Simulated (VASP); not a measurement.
Bulk modulus of diamond and zinc-blende semiconductors: LDA against PBE

VASP (plane waves, PAW); cells keep the symmetry of their structure type. Static lattice, from a third-order Birch-Murnaghan fit over five volumes at each level.

Here x stands for PBE B0 and y for LDA B0.

```
solid  PBE B0 (GPa)  LDA B0 (GPa)  cut-off (eV)
-----  ------------  ------------  ------------
InAs           48.5             ?           520
CdS            53.3          67.8           520
BeTe           56.5          63.8           520
ZnSe           56.7          71.4           520
ZnS            69.3          86.2           520
GaP            76.3          89.9           520
BAs           131.9         147.4           520
SiC           212.2         228.4           520
C             433.7         466.1           520
```

Question: Fit y against x with a straight line, and predict the withheld value at x = 48.5.

Answer: With u = x - 136, the rows have u = -82.70, -79.50, -79.30, -66.70, -59.70, -4.10, 76.20, 297.70. Means: u 0.23750, y 152.62. About the means, the sum of products is 127810 and the sum of squares of u is 121910; the slope is their ratio. Least squares gives y = 152.38 + 1.04840·u. Residuals (row less fit): 2.12, -5.23, 2.16, 3.75, 0.11, -0.68, -3.87, 1.61; standard error 3.38 (degrees of freedom: 6). The slope is 1.05 with a standard error of 0.0097. At the withheld row, u = -87.50, so y = 152.38 + 1.04840 × (-87.50) = 60.64 GPa. The calculation gives 60.1 GPa, 0.54 GPa below the prediction (0.1 % of the range of y in the table). The row lies outside the fitted rows, so this is an extrapolation. From the scatter of the fitted rows alone, a prediction at this place has a standard error of 3.69 GPa, so the miss is 0.1 times that.

CdS is here a metastable form; wurtzite is the usual one. The rows are a random draw from the solids of this series computed here; series whose standard error about the line passes 12 to 30 % of the range of y, or with no trend, aren't shown in this form.
